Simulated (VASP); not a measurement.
# BaZrO3: NMR shieldings, part 4 of 4

Aim: NMR shielding tensors and field gradients of BaZrO3. The cell has space group Pm-3m. The start is a cell from a database of measured crystal structures.

VASP 6.6.1, plane waves and PAW; the level of theory is named at each step.

So far. Step 2 (Ground state): The cell has a gap of 3.29 eV on this mesh and a pressure of +5.1 GPa, which holds the misfit of the given cell and coordinates with this functional, and any error of cutoff, mesh and data sets. Spin-orbit coupling is left out, which can shift or reorder these edges.

## (4) Another functional, PAW release LDA 64 (continued)

Level of this step: chemical shifts by linear response (GIPAW), LDA; plane waves and PAW (Ba_sv, Zr_sv, O) (VASP).

OUTCAR, selected parts (step 4):

```text
The static configuration has the point symmetry O_h .

 Found     20 irreducible k-points:

   NELECT =      40.0000    total number of electrons

  Total       -1.7897388     -1.7897388     -1.7897388     -0.0000000     -0.0000000      0.0000000
  in kB      -38.9440909    -38.9440909    -38.9440909     -0.0000000     -0.0000000      0.0000000
  external PRESSURE =     -38.9440909 kB  Pullay stress =       0.0000000 kB

 Electric field gradients after diagonalization (V/A^2)
 (convention: |V_zz| > |V_xx| > |V_yy|)
----------------------------------------------------------------------
 ion       V_xx      V_yy      V_zz     asymmetry (V_yy - V_xx)/ V_zz
----------------------------------------------------------------------
   1      -0.000    -0.000    -0.000      -0.047
   2       0.000     0.000     0.000      -0.183
   3       9.168     9.168   -18.335       0.000
   4       9.168     9.168   -18.335       0.000
   5       9.168     9.168   -18.335       0.000
----------------------------------------------------------------------

  ORBITAL MAGNETIC SUSCEPTIBILITY, excluding core contribution
 -------------------------------------------------------------
  Approximate magnetic susceptibility, pGv (10^-6 cm^3/mole)
     1        -48.071831          0.000000         -0.000000
     2          0.000000        -48.071831          0.000000
     3         -0.000000          0.000000        -48.071831
 -------------------------------------------------------------
  Approximate magnetic susceptibility, vGv (10^-6 cm^3/mole)
     1        -36.158510         -0.000000         -0.000000
     2         -0.000000        -36.158510         -0.000000
     3         -0.000000         -0.000000        -36.158510

  BDIR labels direction of applied magnetic field (i.e. B0)
  For BDIR==1, B0 along x-axis, etc.
  Induced field listed along cartesian directions for each BDIR
 ------------------------------------------------------------------------------------------
                 EXCLUDING G=0 CONTRIBUTION              INCLUDING G=0 CONTRIBUTION
 ------------------------------------------------------------------------------------------
  ion  BDIR            X           Y           Z                X           Y           Z
          (   iso_shield        span        skew ) (   iso_shield        span        skew )
 ------------------------------------------------------------------------------------------
    1     1    4791.9850     -0.0000      0.0000        4803.8607     -0.0000      0.0000
          2       0.0000   4791.9850      0.0000           0.0000   4803.8607      0.0000
          3      -0.0000     -0.0000   4791.9850          -0.0000     -0.0000   4803.8607
          (    4791.9850      0.0000      0.0000 ) (    4803.8607      0.0000      0.0000 )

    2     1    1370.4684     -0.0000     -0.0000        1382.3440     -0.0000     -0.0000
          2      -0.0000   1370.4684     -0.0000          -0.0000   1382.3440     -0.0000
          3       0.0000      0.0000   1370.4684           0.0000      0.0000   1382.3440
          (    1370.4684      0.0000      0.0000 ) (    1382.3440      0.0000      0.0000 )

    3     1    -301.8264      0.0000     -0.0000        -289.9508      0.0000     -0.0000
          2       0.0000   -301.8264     -0.0000           0.0000   -289.9508     -0.0000
          3       0.0000      0.0000     15.2112           0.0000      0.0000     27.0868
          (    -196.1472    317.0376      1.0000 ) (    -184.2716    317.0376      1.0000 )

    4     1    -301.8264      0.0000      0.0000        -289.9508      0.0000      0.0000
          2       0.0000     15.2112     -0.0000           0.0000     27.0868     -0.0000
          3       0.0000      0.0000   -301.8264           0.0000      0.0000   -289.9508
          (    -196.1472    317.0376      1.0000 ) (    -184.2716    317.0376      1.0000 )

    5     1      15.2112      0.0000     -0.0000          27.0868      0.0000     -0.0000
          2       0.0000   -301.8264      0.0000           0.0000   -289.9508      0.0000
          3       0.0000      0.0000   -301.8264           0.0000      0.0000   -289.9508
          (    -196.1472    317.0376      1.0000 ) (    -184.2716    317.0376      1.0000 )
 ------------------------------------------------------------------------------------------

[... 10 parts as in an earlier step ...]

[... 1 further part left out ...]
```

This step gave:

```yaml
free_energy_toten: -45.72 eV
fermi_energy: 3.566 eV
pressure: -3.894 GPa
gap_on_the_k_mesh: 3.070 eV
least_direct_gap_on_the_k_mesh: 3.288 eV
```

Valence and core; the G = 0 term is that of a spherical sample. NMR shielding, by row:

```
atom  isotropic shielding (ppm)  span (ppm)  skew  isotropic shielding without the G = 0 term (ppm)
 Ba1                       4804           0     -                                              4792
 Zr2                       1382           0     -                                              1370
  O3                     -184.3         317     1                                            -196.1
  O4                     -184.3         317     1                                            -196.1
  O5                     -184.3         317     1                                            -196.1
```

Ordered as |Vzz| ≥ |Vxx| ≥ |Vyy|, the program's way. Electric field gradients, by row:

```
atom  Vxx (V/Å²)  Vyy (V/Å²)  Vzz (V/Å²)  asymmetry
 Ba1           0           0           0          -
 Zr2           0           0           0          -
  O3       9.168       9.168      -18.34          0
  O4       9.168       9.168      -18.34          0
  O5       9.168       9.168      -18.34          0
```

Against the first shielding run the largest change is -108.8 ppm, on Ba1.

## (5) Summary

This step: chemical shifts by linear response (GIPAW), PBE, LDA; plane waves and PAW (VASP 6.6.1).

This step runs nothing: it gathers the runs above.

Isotropic shieldings. Cost is wall time times ranks on a shared host. Shieldings by setting:

```
                run  ENCUT (eV)  k mesh  Ba1, Wyckoff letter a (ppm)  Zr2, Wyckoff letter b (ppm)  O3, Wyckoff letter c (ppm)  cost (core minutes)
first shielding run         560   6x6x6                         4913                         1459                      -159.9                13.44
 another functional         560   6x6x6                         4804                         1382                      -184.3                14.64
```

## (6) What came out

- Ba, isotropic shielding: 4912.6 ppm
- Zr, isotropic shielding: 1458.6 ppm
- O, isotropic shielding: -159.9 ppm

What this shows: At PBE, in the first shielding run, the isotropic shieldings are Ba 4912.6 ppm; Zr 1458.6 ppm; O -159.9 ppm. In the first shielding run the widest tensor is that of O3, with a span (largest less smallest principal value) of 315 ppm. The largest field gradient of that run is Vzz = -14.7 V/Å² at O3. Against the first shielding run, the one with another functional moves the shieldings by at most 109 ppm. Shifts were not obtained, since a shift is the shielding of a reference compound, computed alike, less these values. The G = 0 term is the part set by the sample's shape, taken here for a sphere. Spin-orbit effects on the shifts of and near heavy atoms are left out. No finer mesh was run, so convergence in it isn't shown. VASP's guide advises LASPH and NLSPLINE for shieldings, which this input doesn't set; the effect wasn't tested. The cell has space group Pm-3m. The given cell is kept, although it stands at +5.0 GPa at PBE and ENCUT = 560 eV, which holds the mismatch of the given cell with this functional, any error of the entry itself and any basis-set error.

[Lines on the potential files, build, host, timing and source positions are cut from VASP's logs without a mark.]

[Logs are printed without paths, hosts, clocks, repeated set-up lines and the standing remarks that a program may print on its own settings, such as how far it seeks lower states.]

[Hosts, paths, dates, database ids (printed as entryN), source tags and the programs' standing remarks are cut or masked in the printed files.]
